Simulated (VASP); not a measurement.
Given:

```xyz
1
Lattice="-1.5764 1.5764 1.5764 1.5764 -1.5764 1.5764 1.5764 1.5764 -1.5764" Properties=species:S:1:pos:R:3 pbc="T T T"
Mo     0.0000     0.0000     0.0000
```

Calculation: r2SCAN meta-GGA, VASP's PBE PAW potentials (set 64) (plane waves; VASP). Numerical set-up: 480 eV cut-off, 16×16×16 Γ-centred mesh, first-order Methfessel-Paxton smearing of 0.10 eV, potentials Mo_sv.

Energy and stress use the plane-wave basis of the starting cell.

Problem. The ions, cell shape and volume at an external pressure of 15.0 GPa are relaxed. Which structure does the run end with?

Solution. 
```xyz
1
Lattice="-1.5512 1.5512 1.5512 1.5512 -1.5512 1.5512 1.5512 1.5512 -1.5512" Properties=species:S:1:pos:R:3 pbc="T T T"
Mo     0.0000     0.0000     0.0000
```
Space group Im-3m (229), at a tolerance of 0.03 Å.

Problem. How do energy and volume change from the first to the last step?

Solution. The energy (σ→0) changes by +33.7 meV/atom and the volume by -4.7 %, in 7 ionic steps.

The compound is Mo in the bcc structure. This run relaxes it under an external pressure of 15 GPa. Symmetry was kept, so distortions that lower it aren't found.
